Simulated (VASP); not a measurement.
NCClH2, in a box:

```
CELL_PARAMETERS angstrom
12.00000 0.00000 0.00000
0.00000 11.00000 0.00000
0.00000 0.00000 11.00000
ATOMIC_POSITIONS crystal
N 0.43350 0.42831 0.46881
C 0.51647 0.48782 0.50234
Cl 0.62249 0.41996 0.58437
H 0.37968 0.48239 0.42181
H 0.53400 0.58386 0.48668
```

Base run:

* Program: VASP 6.6.1
* Functional: optB88-vdW
* Potentials or basis: VASP PAW PBE potentials, release 64 (N, C, Cl, H)
* Cutoff: 520 eV
* k mesh: 1 × 1 × 1
* Occupations: gaussian, width 0.01 eV
* Spin: no spin polarisation

Its results: gap between the frontier levels 5.14 eV; largest force 0.650 eV/Å.

Task: After a change of settings the same cell gave: gap between the frontier levels 7.24 eV; largest force 0.258 eV/Å. Which change was it?
A. functional from optB88-vdW to PBE; further incar settings from ALGO = Normal; EDIFF = 1e-06; NBANDS = 17 to ALGO = Normal; EDIFF = 1e-06
B. functional from optB88-vdW to RPBE; further incar settings from ALGO = Normal; EDIFF = 1e-06; NBANDS = 17 to ALGO = Normal; EDIFF = 1e-07
C. functional from optB88-vdW to B3LYP; dispersion from none to TS
D. functional from optB88-vdW to PBE; further incar settings from ALGO = Normal; EDIFF = 1e-06; NBANDS = 17 to ALGO = Normal; EDIFF = 1e-07; NBANDS = 17

Result: C.

Caveats: the standard files for N, O and F lose accuracy on very short bonds; the PAW data sets were made with another functional, which shifts forces and pressure a little.
